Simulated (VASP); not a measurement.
Output of a VASP run:

### OSZICAR
```
...
DAV:   3    -0.168744767052E+02   -0.38031E+00   -0.38031E+00   832   0.185E+01
DAV:   4    -0.168758831755E+02   -0.14065E-02   -0.14065E-02  1224   0.125E+00
DAV:   5    -0.168758834854E+02   -0.30994E-06   -0.30994E-06   824   0.156E-02    0.865E+00
DAV:   6    -0.151189219422E+02    0.17570E+01   -0.75768E+00   808   0.156E+01    0.379E+00
DAV:   7    -0.150694444420E+02    0.49478E-01   -0.32317E-01  1144   0.407E+00    0.174E+00
DAV:   8    -0.150617741171E+02    0.76703E-02   -0.18588E-02   792   0.126E+00    0.164E-01
DAV:   9    -0.150620658641E+02   -0.29175E-03   -0.82668E-04  1208   0.246E-01    0.103E-01
DAV:  10    -0.150621780247E+02   -0.11216E-03   -0.21333E-04  1040   0.115E-01    0.221E-02
DAV:  11    -0.150621789673E+02   -0.94260E-06   -0.44057E-05   960   0.408E-02    0.562E-03
DAV:  12    -0.150621791163E+02   -0.14901E-06   -0.17307E-06   896   0.102E-02    0.139E-03
DAV:  13    -0.150621792076E+02   -0.91330E-07   -0.16138E-07   776   0.342E-03
   1 F= -.13096266E+02 E0= -.13096266E+02  d E =-.130963E+02
       N       E                     dE             d eps       ncg     rms          rms(c)
DAV:   1    -0.148600598448E+02    0.20212E+00   -0.60718E+00   800   0.228E+01    0.288E+00
DAV:   2    -0.147606592838E+02    0.99401E-01   -0.22797E-01   888   0.332E+00    0.145E+00
DAV:   3    -0.147384873613E+02    0.22172E-01   -0.42239E-02   968   0.144E+00    0.315E-01
DAV:   4    -0.147354748471E+02    0.30125E-02   -0.42750E-03   864   0.430E-01    0.174E-01
DAV:   5    -0.147353847150E+02    0.90132E-04   -0.15641E-04   976   0.992E-02    0.105E-01
DAV:   6    -0.147353849018E+02   -0.18687E-06   -0.13186E-05   976   0.305E-02    0.105E-02
DAV:   7    -0.147353833863E+02    0.15156E-05   -0.13985E-06  1032   0.824E-03    0.280E-03
DAV:   8    -0.147353830049E+02    0.38135E-06   -0.56781E-08   480   0.226E-03    0.127E-03
DAV:   9    -0.147353830028E+02    0.21128E-08   -0.22833E-09   432   0.523E-04
   2 F= -.13038402E+02 E0= -.13038402E+02  d E =0.578641E-01
       N       E                     dE             d eps       ncg     rms          rms(c)
DAV:   1    -0.150485884896E+02   -0.31321E+00   -0.18687E+00   784   0.120E+01    0.160E+00
DAV:   2    -0.150159126138E+02    0.32676E-01   -0.82157E-02   896   0.194E+00    0.829E-01
DAV:   3    -0.150090662472E+02    0.68464E-02   -0.12026E-02  1016   0.766E-01    0.212E-01
DAV:   4    -0.150079550303E+02    0.11112E-02   -0.15378E-03   824   0.249E-01    0.828E-02
DAV:   5    -0.150079226236E+02    0.32407E-04   -0.50691E-05  1008   0.562E-02    0.532E-02
DAV:   6    -0.150079182128E+02    0.44108E-05   -0.46097E-06   936   0.187E-02    0.786E-03
DAV:   7    -0.150079186256E+02   -0.41278E-06   -0.71495E-07   984   0.546E-03    0.134E-03
DAV:   8    -0.150079188980E+02   -0.27236E-06   -0.29090E-08   424   0.164E-03    0.515E-04
DAV:   9    -0.150079188800E+02    0.17956E-07   -0.12193E-09   424   0.371E-04
   3 F= -.13160129E+02 E0= -.13160129E+02  d E =-.638631E-01
       N       E                     dE             d eps       ncg     rms          rms(c)
DAV:   1    -0.150056408851E+02    0.22780E-02   -0.42171E-04   784   0.182E-01    0.235E-02
DAV:   2    -0.150056342118E+02    0.66733E-05   -0.17895E-05   888   0.286E-02    0.119E-02
DAV:   3    -0.150056331102E+02    0.11016E-05   -0.26805E-06   992   0.115E-02    0.294E-03
DAV:   4    -0.150056331056E+02    0.46170E-08   -0.34303E-07   776   0.370E-03
   4 F= -.13160156E+02 E0= -.13160156E+02  d E =-.638902E-01
```

### OUTCAR
```
------------------------ aborting loop because EDIFF is reached ----------------------------------------
  FORCE on cell =-STRESS in cart. coord.  units (eV):
  Direction    XX          YY          ZZ          XY          YZ          ZX
  --------------------------------------------------------------------------------------
  Total        1.8452125      1.8452125      1.8452125     -0.0000000     -0.0000000     -0.0000000
  in kB      149.9784841    149.9784841    149.9784841     -0.0000000     -0.0000000     -0.0000000
  external PRESSURE =      -0.0215159 kB  Pullay stress =     150.0000000 kB
  volume of cell :       19.71
      direct lattice vectors                 reciprocal lattice vectors
     0.000000000  2.144038965  2.144038965    -0.233204717  0.233204717  0.233204717
     2.144038965  0.000000000  2.144038965     0.233204717 -0.233204717  0.233204717
     2.144038965  2.144038965  0.000000000     0.233204717  0.233204717 -0.233204717
  FREE ENERGIE OF THE ION-ELECTRON SYSTEM (eV)
  ---------------------------------------------------
  free  energy   TOTEN  =       -15.0056331056 eV

  energy  without entropy=      -15.0056331056  energy(sigma->0) =      -15.00563311
  enthalpy is  TOTEN    =       -13.1601558633 eV   P V=        1.8454772424

 reached required accuracy - stopping structural energy minimisation
```
(Selected blocks of OUTCAR.)

POSCAR:
```
SiC
1
   -0.0000000000     2.1896998039     2.1896998039
    2.1896998039     0.0000000000     2.1896998039
    2.1896998039     2.1896998039     0.0000000000
Si C
1 1
Direct
  0.0000000000   0.0000000000   0.0000000000
  0.2500000000   0.2500000000   0.2500000000
```

Task: Write an INCAR and KPOINTS that could have produced this output.

Result: One answer among several that fit: the input of the run itself, PBE GGA, plane waves, VASP's PBE PAW potentials (set 64).

### INCAR
```
ALGO=Normal
EDIFF=1E-7
EDIFFG=-0.01
ENCUT=600
GGA=PE
IBRION=2
ISIF=3
ISMEAR=0
LASPH=.TRUE.
LCHARG=.FALSE.
LREAL=.FALSE.
LWAVE=.FALSE.
NELM=100
NSW=40
PREC=Accurate
PSTRESS=150
SIGMA=0.05
SYSTEM=SiC
```

KPOINTS:
```
Automatic mesh
0
Gamma
10 10 10
0 0 0
```

POTCAR, in this order: Si C (PBE.64 set). Program: vasp_std.

Energy and stress use the plane-wave basis of the starting cell.

The compound is SiC in the zinc blende structure. This run relaxes it under an external pressure of 15 GPa. Symmetry was kept, so distortions that lower it aren't found.
